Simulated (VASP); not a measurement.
Input:

```
CSi62
1.0
   10.93707     0.00000     0.00000
    0.00000    10.93707     0.00000
    0.00000     0.00000    10.93707
Si C
62 1
Direct
  0.50000   0.00000   0.00000
  0.62500   0.12500   0.12500
  0.75000   0.25000   0.00000
  0.87500   0.37500   0.12500
  0.75000   0.00000   0.25000
  0.87500   0.12500   0.37500
  0.00000   0.00000   0.00000
  0.12500   0.12500   0.12500
  0.25000   0.25000   0.00000
  0.37500   0.37500   0.12500
  0.50000   0.50000   0.00000
  0.62500   0.62500   0.12500
  0.75000   0.75000   0.00000
  0.87500   0.87500   0.12500
  0.25000   0.00000   0.25000
  0.37500   0.12500   0.37500
  0.49906   0.25249   0.25244
  0.74801   0.49714   0.24974
  0.87500   0.62500   0.37500
  0.50000   0.00000   0.50000
  0.62500   0.12500   0.62500
  0.74706   0.25109   0.49978
  0.87500   0.37500   0.62500
  0.75000   0.00000   0.75000
  0.87500   0.12500   0.87500
  0.00000   0.50000   0.00000
  0.12500   0.62500   0.12500
  0.25000   0.75000   0.00000
  0.37500   0.87500   0.12500
  0.00000   0.25000   0.25000
  0.12500   0.37500   0.37500
  0.25000   0.50000   0.25000
  0.37500   0.62500   0.37500
  0.50000   0.75000   0.25000
  0.62500   0.87500   0.37500
  0.00000   0.00000   0.50000
  0.12500   0.12500   0.62500
  0.25000   0.25000   0.50000
  0.37500   0.37500   0.62500
  0.62500   0.62500   0.62500
  0.75000   0.75000   0.50000
  0.87500   0.87500   0.62500
  0.25000   0.00000   0.75000
  0.37500   0.12500   0.87500
  0.50000   0.25000   0.75000
  0.62500   0.37500   0.87500
  0.75000   0.50000   0.75000
  0.87500   0.62500   0.87500
  0.00000   0.75000   0.25000
  0.12500   0.87500   0.37500
  0.00000   0.50000   0.50000
  0.12500   0.62500   0.62500
  0.25000   0.75000   0.50000
  0.37500   0.87500   0.62500
  0.00000   0.25000   0.75000
  0.12500   0.37500   0.87500
  0.25000   0.50000   0.75000
  0.37500   0.62500   0.87500
  0.50000   0.75000   0.75000
  0.62500   0.87500   0.87500
  0.00000   0.75000   0.75000
  0.12500   0.87500   0.87500
  0.50292   0.49552   0.50046
```
Cell charge -1.

Calculation: PBE GGA, VASP's PBE PAW potentials (set 64) (plane waves; VASP). Numerical set-up: PREC = Normal, LREAL = Auto, ISYM = 0, NELECT = 253.0, EDIFF = 1E-5, 400 eV cut-off, 1×1×1 Γ-centred mesh, Gaussian smearing of 0.050 eV, potentials Si C. Starting moments (MAGMOM): 63*0.0159. The cell's moment is fixed (NUPDOWN = 1).

The cell is charged, with a uniform compensating background. The supercell is sampled at Γ alone, which is coarse: total energies, pressure and levels can be off, energies of defects by several tenths of an eV.

Question: The ions are relaxed. What does this cell relax into?

Answer: 
```
CSi62
1.0
   10.93707     0.00000     0.00000
    0.00000    10.93707     0.00000
    0.00000     0.00000    10.93707
Si C
62 1
Direct
  0.49955   0.00048   0.00054
  0.62936   0.12436   0.12451
  0.75234   0.24824   0.99586
  0.87601   0.37239   0.12324
  0.75232   0.99565   0.24833
  0.87595   0.12314   0.37240
  0.00098   0.99957   0.99968
  0.12880   0.12441   0.12452
  0.25407   0.25045   0.00082
  0.38201   0.37541   0.13112
  0.49998   0.50080   0.00047
  0.62592   0.62292   0.12752
  0.74988   0.74727   0.99862
  0.87691   0.87074   0.12335
  0.25400   0.00062   0.25052
  0.38190   0.13091   0.37547
  0.51482   0.25280   0.25317
  0.74624   0.48967   0.24710
  0.86841   0.61894   0.37350
  0.49996   0.00028   0.50091
  0.62589   0.12746   0.62292
  0.74596   0.24701   0.48948
  0.86825   0.37345   0.61886
  0.74991   0.99860   0.74734
  0.87691   0.12329   0.87087
  0.00053   0.49992   0.99964
  0.12952   0.62173   0.12969
  0.24982   0.74959   0.00229
  0.37777   0.87079   0.12955
  0.00236   0.24873   0.24883
  0.12563   0.37478   0.37493
  0.25921   0.49948   0.25959
  0.38737   0.61316   0.40240
  0.50050   0.74137   0.25886
  0.62491   0.87420   0.37517
  0.00046   0.99957   0.50005
  0.12947   0.12958   0.62184
  0.25922   0.25945   0.49959
  0.38735   0.40226   0.61323
  0.59764   0.61373   0.61382
  0.74071   0.74069   0.49931
  0.87085   0.87018   0.62177
  0.24979   0.00216   0.74974
  0.37775   0.12946   0.87087
  0.50052   0.25880   0.74144
  0.62490   0.37503   0.87443
  0.74061   0.49924   0.74083
  0.87085   0.62163   0.87026
  0.99974   0.74584   0.25057
  0.12587   0.87467   0.37512
  0.99745   0.49891   0.49899
  0.12308   0.62535   0.62550
  0.25025   0.74853   0.50082
  0.37298   0.87544   0.62622
  0.99963   0.25049   0.74586
  0.12591   0.37504   0.87471
  0.25030   0.50071   0.74860
  0.37298   0.62607   0.87558
  0.49814   0.74973   0.74984
  0.62515   0.87516   0.87516
  0.99773   0.74941   0.74953
  0.12496   0.87489   0.87500
  0.46380   0.53658   0.53662
```
Cell charge -1. The cell ends with 1.00 μB, on the first 30 sites 0.00 0.00 0.00 0.00 0.00 0.00 0.00 0.00 0.00 0.01 0.00 0.01 0.01 0.00 0.00 0.01 -0.03 0.13 0.00 0.00 0.01 0.13 0.00 0.01 0.00 0.01 0.00 0.00 0.00 0.00 μB.

Question: How much energy does the relaxation gain?

Answer: The energy (σ→0) changes by -44.2 meV/atom, in 27 ionic steps.

The cell is a supercell with a defect, built from Si (diamond): C_Si-vac_Si, charge -1.
